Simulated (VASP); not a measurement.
# C (P6_3/mmc) in VASP: a series of runs, part 2 of 2

VASP 6.6.1. The steps go on from the part before.

### 3 Electric field gradients, r2SCAN

The COD entry that gives the cell may itself be a prediction, so a difference from it is no test against experiment.

Input file POSCAR:

```
C
1.0
    2.5221000000      0.0000000000      0.0000000000
   -1.2610500000      2.1842026709      0.0000000000
    0.0000000000      0.0000000000     12.3557000000
C
12
Direct
    0.0000000000      0.0000000000      0.1868256751
    0.0000000000      0.0000000000      0.6868256751
    0.0000000000      0.0000000000      0.3131743249
    0.0000000000      0.0000000000      0.8131743249
    0.3333333333      0.6666666667      0.5207245483
    0.6666666667      0.3333333333      0.0207245483
    0.3333333333      0.6666666667      0.9792754517
    0.6666666667      0.3333333333      0.4792754517
    0.3333333333      0.6666666667      0.6451002458
    0.6666666667      0.3333333333      0.1451002458
    0.3333333333      0.6666666667      0.8548997542
    0.6666666667      0.3333333333      0.3548997542
```

Input file INCAR.step1:

```
SYSTEM = C
ALGO = Normal
EDIFF = 1E-4
ENCUT = 520
GGA = PE
ISMEAR = -1
LASPH = .TRUE.
LCHARG = .FALSE.
LREAL = .FALSE.
LWAVE = .TRUE.
NBANDS = 36
NELM = 80
PREC = Accurate
SIGMA = 0.05
```

Input file INCAR.step2:

```
SYSTEM = C
ALGO = Normal
EDIFF = 1E-8
ENCUT = 520
ISIF = 2
ISMEAR = -1
ISTART = 1
LASPH = .TRUE.
LCHARG = .FALSE.
LEFG = .TRUE.
LMIXTAU = .TRUE.
LREAL = .FALSE.
LWAVE = .FALSE.
METAGGA = R2SCAN
NBANDS = 36
NELM = 80
PREC = Accurate
SIGMA = 0.05
```

Input file KPOINTS:

```
k-points
0
G
  14 14 3
  0 0 0
```

Potentials or basis: VASP PAW PBE potentials, release 64 (C).

Command:

```console
$ cat potpaw_PBE.64/C/POTCAR > POTCAR
$ cp INCAR.step1 INCAR
$ mpirun -np 1 vasp_std > vasp.out
$ cp INCAR.step2 INCAR
$ mpirun -np 1 vasp_std > vasp.out
```

OUTCAR:

```text
SYSTEM = C
   EDIFF = 1E-8
   ENCUT = 520
   ISIF = 2
   ISMEAR = -1
   ISTART = 1
   LASPH = .TRUE.
   LREAL = .FALSE.
   METAGGA = R2SCAN
   NELM = 80
   PREC = Accurate

 ion  position               nearest neighbor table
   1  0.000  0.000  0.187-  10 1.54  10 1.54  10 1.54   3 1.56
   2  0.000  0.000  0.687-   9 1.54   9 1.54   9 1.54   4 1.56
   3  0.000  0.000  0.313-  12 1.54  12 1.54  12 1.54   1 1.56
   4  0.000  0.000  0.813-  11 1.54  11 1.54  11 1.54   2 1.56
   5  0.333  0.667  0.521-   9 1.54   8 1.54   8 1.54   8 1.54
   6  0.667  0.333  0.021-  10 1.54   7 1.54   7 1.54   7 1.54
   7  0.333  0.667  0.979-  11 1.54   6 1.54   6 1.54   6 1.54
   8  0.667  0.333  0.479-  12 1.54   5 1.54   5 1.54   5 1.54
   9  0.333  0.667  0.645-   5 1.54   2 1.54   2 1.54   2 1.54
  10  0.667  0.333  0.145-   6 1.54   1 1.54   1 1.54   1 1.54
  11  0.333  0.667  0.855-   7 1.54   4 1.54   4 1.54   4 1.54
  12  0.667  0.333  0.355-   8 1.54   3 1.54   3 1.54   3 1.54

  LATTYP: Found a hexagonal cell.
 ALAT       =     2.5221000000
 C/A-ratio  =     4.8989730780

  Lattice vectors:

 A1 = (   2.5221000000,   0.0000000000,   0.0000000000)
 A2 = (  -1.2610500000,   2.1842026709,   0.0000000000)
 A3 = (   0.0000000000,   0.0000000000,  12.3557000000)

Analysis of symmetry for initial positions (statically):
[... 1190 lines left out ...]
   4      -1.202    -1.201     2.403     0.000     0.000    -0.000
   5       0.257     0.257    -0.514    -0.000    -0.000     0.000
   6       0.257     0.257    -0.514    -0.000     0.000    -0.000
   7       0.257     0.257    -0.514    -0.000     0.000    -0.000
   8       0.257     0.257    -0.514    -0.000    -0.000     0.000
   9       0.366     0.365    -0.731    -0.000    -0.000     0.000
  10       0.366     0.365    -0.731    -0.000     0.000    -0.000
  11       0.366     0.365    -0.731    -0.000     0.000    -0.000
  12       0.366     0.365    -0.731    -0.000    -0.000     0.000
---------------------------------------------------------------------

 Electric field gradients after diagonalization (V/A^2)
 (convention: |V_zz| > |V_xx| > |V_yy|)
----------------------------------------------------------------------
 ion       V_xx      V_yy      V_zz     asymmetry (V_yy - V_xx)/ V_zz
----------------------------------------------------------------------
   1      -1.202    -1.201     2.403       0.000
   2      -1.202    -1.201     2.403       0.000
   3      -1.202    -1.201     2.403       0.000
   4      -1.202    -1.201     2.403       0.000
   5       0.258     0.257    -0.514       0.002
   6       0.258     0.257    -0.514       0.002
   7       0.258     0.257    -0.514       0.002
   8       0.258     0.257    -0.514       0.002
   9       0.366     0.365    -0.731       0.001
  10       0.366     0.365    -0.731       0.001
  11       0.366     0.365    -0.731       0.001
  12       0.366     0.365    -0.731       0.001
----------------------------------------------------------------------

           NMR quadrupolar parameters

 Cq : quadrupolar parameter    Cq=e*Q*V_zz/h
 eta: asymmetry parameters     (V_yy - V_xx)/ V_zz
 Q  : nuclear electric quadrupole moment in mb (millibarn)
----------------------------------------------------------------------
 ion       Cq(MHz)       eta       Q (mb)
----------------------------------------------------------------------
   1       0.006       0.000       1.000
   2       0.006       0.000       1.000
   3       0.006       0.000       1.000
   4       0.006       0.000       1.000
   5      -0.001       0.002       1.000
   6      -0.001       0.002       1.000
   7      -0.001       0.002       1.000
   8      -0.001       0.002       1.000
   9      -0.002       0.001       1.000
  10      -0.002       0.001       1.000
  11      -0.002       0.001       1.000
  12      -0.002       0.001       1.000
----------------------------------------------------------------------
```

OUTCAR.step1:

```text
SYSTEM = C
   EDIFF = 1E-4
   ENCUT = 520
   GGA = PE
   ISMEAR = -1
   LASPH = .TRUE.
[... 1200 lines left out ...]
      1.26105      0.72807      1.79282        -0.000000     -0.000000     -0.004599
     -0.00000      1.45614     10.56288         0.000000      0.000000      0.004599
      1.26105      0.72807      4.38503         0.000000     -0.000000      0.004599
 -----------------------------------------------------------------------------------
    total drift:                                0.000000      0.000000      0.000000

  FREE ENERGIE OF THE ION-ELECTRON SYSTEM (eV)
  ---------------------------------------------------
  free  energy   TOTEN  =      -109.0330143090 eV

  energy  without entropy=     -109.0330143090  energy(sigma->0) =     -109.03301431
```

Run time: 6.2 min. Hardware: 1 thread of Intel Xeon Platinum 8488C (Sapphire Rapids), shared host; peak memory 0.23 GiB.

What came out:

```yaml
Free_energy: -117.8553 eV
Pressure: -1.0 GPa
Largest_force: 0.027 eV/Å
Band_gap_on_the_k_mesh: 4.59 eV, indirect (least direct gap 5.56 eV)
```

Forces on the atoms (eV/Å):
```
C    0.000  0.000 -0.002
C    0.000  0.000 -0.002
C    0.000  0.000  0.002
C    0.000  0.000  0.002
C    0.000  0.000  0.017
C    0.000  0.000  0.017
C    0.000  0.000 -0.017
C    0.000  0.000 -0.017
C    0.000  0.000 -0.027
C    0.000  0.000 -0.027
C    0.000  0.000  0.027
C    0.000  0.000  0.027
```

Levels at points of the mesh, in eV from the valence-band top:
```csv
k point,band 20,band 21,band 22,band 23,band 24,band 25,band 26,band 27,band 28,band 29
"(0.00, 0.00, 0.00)",-1.07,-1.07,-0.14,0.00,0.00,5.56,5.56,5.90,6.74,6.74
"(0.50, 0.00, 0.00)",-4.64,-4.32,-4.27,-3.81,-3.07,4.76,5.41,5.47,5.96,7.13
```

Electric field gradients, principal values (V/Å²):
| atom | Vxx | Vyy | Vzz |
| --- | --- | --- | --- |
| 1 C | -1.201 | -1.202 | 2.403 |
| 2 C | -1.201 | -1.202 | 2.403 |
| 3 C | -1.201 | -1.202 | 2.403 |
| 4 C | -1.201 | -1.202 | 2.403 |
| 5 C | 0.257 | 0.258 | -0.514 |
| 6 C | 0.257 | 0.258 | -0.514 |
| 7 C | 0.257 | 0.258 | -0.514 |
| 8 C | 0.257 | 0.258 | -0.514 |
| 9 C | 0.365 | 0.366 | -0.731 |
| 10 C | 0.365 | 0.366 | -0.731 |
| 11 C | 0.365 | 0.366 | -0.731 |
| 12 C | 0.365 | 0.366 | -0.731 |

Caveat: the PAW data sets were made with another functional, which shifts forces and pressure a little; an odd mesh through Γ misses points on the zone boundary, where band edges often lie.
